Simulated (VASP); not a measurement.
Given:

```
Ni3Si
1.0
    3.54063     0.00000     0.00000
    0.00000     3.54063     0.00000
    0.00000     0.00000     3.54063
Si Ni
1 3
Direct
  0.00000   0.00000   0.00000
  0.00000   0.50000   0.50000
  0.50000   0.00000   0.50000
  0.50000   0.50000   0.00000
```

Calculation: vdW-DF-cx, VASP's PBE PAW potentials (set 64) (plane waves; VASP). Settings: 520 eV cut-off, 9×9×9 Γ-centred mesh, first-order Methfessel-Paxton smearing of 0.10 eV, potentials Si Ni.

Q: Give the stress tensor in GPa (positive for a compressed cell).

A: 
```
-11.68    0.00    0.00
  0.00  -11.68    0.00
  0.00    0.00  -11.68
```
The pressure is its mean diagonal, -11.68 GPa.

The compound is Ni3Si in the L1_2 structure. This cell is one point of a volume scan, at 1.06 of the reference volume. The run is not spin-polarised, so no magnetic state was tried.
